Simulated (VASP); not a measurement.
VASP input:

**KPOINTS**
```
Automatic mesh
0
gamma
  9 9 9
0 0 0
```

File POSCAR:
```
AgCl
1
    0.0000000000     2.6103855440     2.6103855440
    2.6103855440     0.0000000000     2.6103855440
    2.6103855440     2.6103855440    -0.0000000000
Ag Cl
1 1
Direct
  0.0000000000   0.0000000000   0.0000000000
  0.5000000000   0.5000000000   0.5000000000
```

INCAR:
```
# general
SYSTEM =AgCl
PREC   =Accurate
ENCUT  =500
LREAL  =.FALSE.
LASPH  =.TRUE.

# electronic loop
EDIFF  =1E-6
NELM   =100
ALGO   =Normal
LMAXMIX=4

# smearing
ISMEAR =0
SIGMA  =0.05

# functional
GGA    =PS

# ions
IBRION =2
NSW    =40
ISIF   =3
EDIFFG =-0.02
PSTRESS=100

# output
LWAVE  =.FALSE.
LCHARG =.FALSE.
```

POTCAR, in this order: Ag Cl (PBE.64 set). Program: vasp_std.

### Question
Translate this PBEsol calculation to Ansatz.

### Answer
One equivalent input (not run):
Ansatz 0.2 input:
```yaml
crystal:
  lattice:
    - [0.0000000, 2.6103855, 2.6103855]
    - [2.6103855, 0.0000000, 2.6103855]
    - [2.6103855, 2.6103855, 0.0000000]
  atoms:
    - { symbol: Ag, position: [0.0000000, 0.0000000, 0.0000000] }
    - { symbol: Cl, position: [0.5000000, 0.5000000, 0.5000000] }
kpoints:
  mp_grid: { grid: [9, 9, 9] }
hamiltonian:
  xc: pbesol
  pseudopotentials: { kind: paw }
scf:
  occupations: { method: gaussian, width: 0.05 }
  max_iter: 100
relax:
  max_steps: 40
  f_tol: 0.02
  cell: { p_target: 10 }
output: { forces: true, stress: true, eigenvalues: true }
```
What does not carry over: each code has its own PAW files, so the cut-off isn't converted (ENCUT is set for VASP's; basis.ecutwfc is left out, and Ansatz then takes the one that its files recommend); Ansatz stops its SCF on the density residual and VASP on the energy change (EDIFF).

The compound is AgCl in the rock salt structure. It was relaxed first under an external pressure of 10 GPa.
